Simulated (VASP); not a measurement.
Given:

```
CELL_PARAMETERS angstrom
      4.32306     0.00000     0.00000
      0.00000     4.32306     0.00000
      0.00000     0.00000     4.32306
ATOMIC_POSITIONS crystal
  Li 0.75000 0.75000 0.75000
  Li 0.75000 0.25000 0.25000
  Li 0.25000 0.75000 0.25000
  Li 0.25000 0.25000 0.75000
  O  0.00000 0.00000 0.00000
  O  0.50000 0.50000 0.50000
```

Method: PBE GGA, VASP's PBE PAW potentials (set 64) (plane waves; VASP). Numerical set-up: 400 eV cut-off, 4×4×4 Γ-centred mesh, Fermi-Dirac smearing of 0.14 eV, potentials Li_sv O.

At this cut-off the stress carries a Pulay error, which pulls relaxed volumes low.

Problem. Give the stress tensor in GPa (positive for a compressed cell).

Solution. 
```
-10.03    0.00    0.00
  0.00  -10.03    0.00
  0.00    0.00  -10.03
```
The pressure is its mean diagonal, -10.03 GPa.

The structure was generated: Li2O was put into an ordered model structure, which need not be its known phase. The cell was not relaxed at this level.
